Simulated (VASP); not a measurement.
These are PBEsol GGA, VASP's PBE PAW potentials (set 64) (plane waves; VASP) values and carry that method's errors.

A VASP calculation is set up with these files.

INCAR:
```
SYSTEM = NaCl
PREC = Accurate; ENCUT = 400; LREAL = .FALSE.
LASPH = .TRUE.
EDIFF = 1E-8; NELM = 100; ALGO = Normal
ISMEAR = 0; SIGMA = 0.01
GGA = PS
IBRION = 8; NSW = 1
LWAVE = .FALSE.; LCHARG = .FALSE.
LEPSILON = .TRUE.
```

**POSCAR**
```
NaCl
1
    0.0000000000     2.7959927619     2.7959927619
    2.7959927619     0.0000000000     2.7959927619
    2.7959927619     2.7959927619     0.0000000000
Na Cl
1 1
Direct
  0.0000000000   0.0000000000   0.0000000000
  0.5000000000   0.5000000000   0.5000000000
```

File KPOINTS:
```
K-points
0
Gamma
 8 8 8
0 0 0
```

POTCAR, in this order: Na_pv Cl (PBE.64 set). Program: vasp_std.

The run wrote:

### OUTCAR
```
 ion  position               nearest neighbor table
   1  0.000  0.000  0.000-
   2  0.500  0.500  0.500-
  LATTYP: Found a face centered cubic cell.
 ALAT       =     5.5919855238
 Subroutine PRICEL returns:
 Original cell was already a primitive cell.
 Subroutine GETGRP returns: Found 48 space group operations
The static configuration has the point symmetry O_h .
The dynamic configuration has the point symmetry O_h .
 Subroutine INISYM returns: Found 48 space group operations
 Subroutine IBZKPT returns following result:
 Found     29 irreducible k-points:

 Following reciprocal coordinates:
            Coordinates               Weight
  0.000000  0.000000  0.000000      1.000000
  0.125000  0.000000  0.000000      8.000000
  0.250000  0.000000  0.000000      8.000000
  0.375000  0.000000  0.000000      8.000000
  0.500000  0.000000  0.000000      4.000000
  0.125000  0.125000  0.000000      6.000000
  0.250000  0.125000  0.000000     24.000000
  0.375000  0.125000  0.000000     24.000000
  0.500000  0.125000  0.000000     24.000000
 -0.375000  0.125000  0.000000     24.000000
 -0.250000  0.125000  0.000000     24.000000
 -0.125000  0.125000  0.000000     12.000000
  0.250000  0.250000  0.000000      6.000000
  0.375000  0.250000  0.000000     24.000000
  0.500000  0.250000  0.000000     24.000000
 -0.375000  0.250000  0.000000     24.000000
 -0.250000  0.250000  0.000000     12.000000
  0.375000  0.375000  0.000000      6.000000
  0.500000  0.375000  0.000000     24.000000
 -0.375000  0.375000  0.000000     12.000000
  0.500000  0.500000  0.000000      3.000000
  0.375000  0.250000  0.125000     24.000000
  0.500000  0.250000  0.125000     48.000000
 -0.375000  0.250000  0.125000     24.000000
  0.500000  0.375000  0.125000     24.000000
 -0.375000  0.375000  0.125000     48.000000
 -0.250000  0.375000  0.125000     24.000000
 -0.375000  0.500000  0.125000     12.000000
 -0.250000  0.500000  0.250000      6.000000
 Subroutine IBZKPT_HF returns following result:
   k-points           NKPTS =     29   k-points in BZ     NKDIM =     29   number of bands    NBANDS=     11
   number of dos      NEDOS =    301   number of ions     NIONS =      2
   total plane-waves  NPLWV =  21952
   dimension x,y,z NGX =    28 NGY =   28 NGZ =   28
   dimension x,y,z NGXF=    56 NGYF=   56 NGZF=   56
   ions per type =               1   1
   PREC   = accura    normal or accurate (medium, high low for compatibility)
   ISTART =      0    job   : 0-new  1-cont  2-samecut
   ICHARG =      2    charge: 1-file 2-atom 10-const
   ISPIN  =      1    spin polarized calculation?
   LNONCOLLINEAR =      F non collinear calculations
   LSORBIT =      F    spin-orbit coupling
   INIWAV =      1    electr: 0-lowe 1-rand  2-diag
   ENCUT  =  400.0 eV  29.40 Ry    5.42 a.u.   6.45  6.45  6.45*2*pi/ulx,y,z
   NELM   =    100;   NELMIN=  2; NELMDL= -5     # of ELM steps
   EDIFF  = 0.1E-07   stopping-criterion for ELM
   LREAL  =      F    real-space projection
   NLSPLINE    = F    spline interpolate recip. space projectors
   LMAXMIX     =    2 max onsite mixed and CHGCAR
   VOSKOWN=      0    Vosko Wilk Nusair interpolation
   EDIFFG = 0.1E-06   stopping-criterion for IOM
   NSW    =      1    number of steps for IOM
   NBLOCK =      1;   KBLOCK =      1    inner block; outer block
   IBRION =      8    ionic relax: 0-MD 1-quasi-New 2-CG
   NFREE  =      0    steps in history (QN), initial steepest desc. (CG)
   ISIF   =      2    stress and relaxation
   ISYM   =      2    0-nonsym 1-usesym 2-fastsym
   TEIN   =    0.0    initial temperature
   TEBEG  =    0.0;   TEEND  =   0.0 temperature during run
...
```

File OUTCAR:
```


 HEAD OF MICROSCOPIC STATIC DIELECTRIC TENSOR (INDEPENDENT PARTICLE, excluding Hartree and local field effects)
 ------------------------------------------------------
           2.831939     0.000000     0.000000
           0.000000     2.831939     0.000000
          -0.000000     0.000000     2.831939
 ------------------------------------------------------

 MACROSCOPIC STATIC DIELECTRIC TENSOR (including local field effects in DFT)
 ------------------------------------------------------
           2.571073     0.000000     0.000000
          -0.000000     2.571073     0.000000
           0.000000    -0.000000     2.571073
 ------------------------------------------------------

 PIEZOELECTRIC TENSOR (including local field effects)  for field in x, y, z        (e  Angst)
          XX          YY          ZZ          XY          YZ          ZX
  --------------------------------------------------------------------------------
  x     0.00000     0.00000     0.00000     0.00000     0.00000     0.00000
  y     0.00000     0.00000     0.00000     0.00000     0.00000     0.00000
  z     0.00000     0.00000     0.00000     0.00000     0.00000     0.00000

 PIEZOELECTRIC TENSOR (including local field effects)  for field in x, y, z        (C/m^2)
          XX          YY          ZZ          XY          YZ          ZX
  --------------------------------------------------------------------------------
  x     0.00000     0.00000     0.00000     0.00000     0.00000     0.00000
  y     0.00000     0.00000     0.00000     0.00000     0.00000     0.00000
  z     0.00000     0.00000     0.00000     0.00000     0.00000     0.00000

 BORN EFFECTIVE CHARGES (including local field effects) (in |e|, cummulative output)
 ---------------------------------------------------------------------------------
 ion    1
    1     1.08922     0.00000     0.00000
    2     0.00000     1.08922     0.00000
    3     0.00000     0.00000     1.08922
 ion    2
    1    -1.08922     0.00000     0.00000
    2     0.00000    -1.08922     0.00000
    3     0.00000     0.00000    -1.08922

   1 f  =    5.108871 THz    32.099984 2PiTHz  170.413598 cm-1    21.128584 meV

   2 f  =    5.108871 THz    32.099984 2PiTHz  170.413598 cm-1    21.128584 meV

   3 f  =    5.108871 THz    32.099984 2PiTHz  170.413598 cm-1    21.128584 meV

   4 f/i=    0.004026 THz     0.025299 2PiTHz    0.134309 cm-1     0.016652 meV

   5 f/i=    0.004026 THz     0.025299 2PiTHz    0.134309 cm-1     0.016652 meV

   6 f/i=    0.004026 THz     0.025299 2PiTHz    0.134309 cm-1     0.016652 meV

 MACROSCOPIC STATIC DIELECTRIC TENSOR IONIC CONTRIBUTION
 ------------------------------------------------------
           3.298365     0.000000    -0.000000
           0.000000     3.298365     0.000000
          -0.000000     0.000000     3.298365
 ------------------------------------------------------

 ELASTIC MODULI CONTR FROM IONIC RELAXATION (kBar)
 Direction    XX          YY          ZZ          XY          YZ          ZX
 --------------------------------------------------------------------------------
 XX           0.0000      0.0000      0.0000      0.0000      0.0000      0.0000
 YY           0.0000      0.0000      0.0000      0.0000      0.0000      0.0000
 ZZ           0.0000      0.0000      0.0000      0.0000      0.0000      0.0000
 XY           0.0000      0.0000      0.0000      0.0000      0.0000      0.0000
 YZ           0.0000      0.0000      0.0000      0.0000      0.0000      0.0000
 ZX           0.0000      0.0000      0.0000      0.0000      0.0000      0.0000
 --------------------------------------------------------------------------------

 PIEZOELECTRIC TENSOR IONIC CONTR  for field in x, y, z        (C/m^2)
          XX          YY          ZZ          XY          YZ          ZX
  --------------------------------------------------------------------------------
  x     0.00000     0.00000     0.00000     0.00000     0.00000     0.00000
  y     0.00000     0.00000     0.00000     0.00000     0.00000     0.00000
  z     0.00000     0.00000     0.00000     0.00000     0.00000     0.00000
```
(Selected blocks of OUTCAR.)

OUTCAR:
```
 val. band max:       -0.6339176207   @ k =   0.0000   0.0000   0.0000

 cond. band min:       4.3915607197   @ k =   0.0000   0.0000   0.0000


 Fermi energy:        -0.5059469783

 k-point     1 :       0.0000    0.0000    0.0000
  band No.  band energies     occupation
      1     -21.2368      2.00000
      2     -21.2368      2.00000
      3     -21.2368      2.00000
      4     -13.3395      2.00000
      5      -0.6339      2.00000
      6      -0.6339      2.00000
      7      -0.6339      2.00000
      8       4.3916      0.00000
      9      10.3869      0.00000
     10      10.3869      0.00000
     11      10.3869      0.00000

 k-point     2 :       0.1250    0.0000    0.0000
  band No.  band energies     occupation
      1     -21.2418      2.00000
      2     -21.2370      2.00000
      3     -21.2370      2.00000
      4     -13.2876      2.00000
      5      -1.0309      2.00000
      6      -0.6779      2.00000
      7      -0.6779      2.00000
      8       4.9067      0.00000
      9       9.8216      0.00000
     10      10.5874      0.00000
     11      10.5874      0.00000

 k-point     3 :       0.2500    0.0000    0.0000
  band No.  band energies     occupation
      1     -21.2540      2.00000
      2     -21.2378      2.00000
      3     -21.2378      2.00000
      4     -13.1585      2.00000
      5      -1.8072      2.00000
      6      -0.7805      2.00000
      7      -0.7805      2.00000
      8       5.8848      0.00000
      9       9.2810      0.00000
     10      10.7010      0.00000
     11      10.7010      0.00000

 k-point     4 :       0.3750    0.0000    0.0000
  band No.  band energies     occupation
      1     -21.2659      2.00000
      2     -21.2387      2.00000
      3     -21.2387      2.00000
      4     -13.0235      2.00000
      5      -2.4457      2.00000
      6      -0.8785      2.00000
      7      -0.8785      2.00000
      8       6.4128      0.00000
      9       9.6235      0.00000
...
```

The compound is NaCl in the rock salt structure. It was relaxed first.
